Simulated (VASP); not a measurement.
Input:

```yaml
crystal:
  lattice:
    - [0.00000, 2.45244, 2.45244]
    - [2.45244, 0.00000, 2.45244]
    - [2.45244, 2.45244, 0.00000]
  atoms:
    - { symbol: Y, position: [0.00000, 0.00000, 0.00000] }
    - { symbol: N, position: [0.50000, 0.50000, 0.50000] }
```

The numbers are results of PBE GGA, VASP's PBE PAW potentials (set 64) (plane waves; VASP), not measurements. Settings: 520 eV cut-off, Gaussian smearing of 0.050 eV, potentials Y_sv N.

Question: Give the energies of bands 6 to 11 at the high-symmetry points, in eV from the valence-band maximum.

Answer: 
```csv
band,Γ,X,U,L,W
6,0.00,-1.52,-2.18,-4.05,-2.13
7,0.00,-0.40,-1.60,-2.22,-1.55
8,0.00,-0.40,-1.30,-2.22,-1.55
9,3.12,0.20,2.44,5.65,3.98
10,3.12,6.78,6.21,6.31,3.98
11,3.12,7.12,6.97,6.31,7.21
```

The gap is indirect, 0.20 eV, from the valence maximum at Γ to the conduction minimum at X.

The compound is YN in the rock salt structure. It was relaxed first.
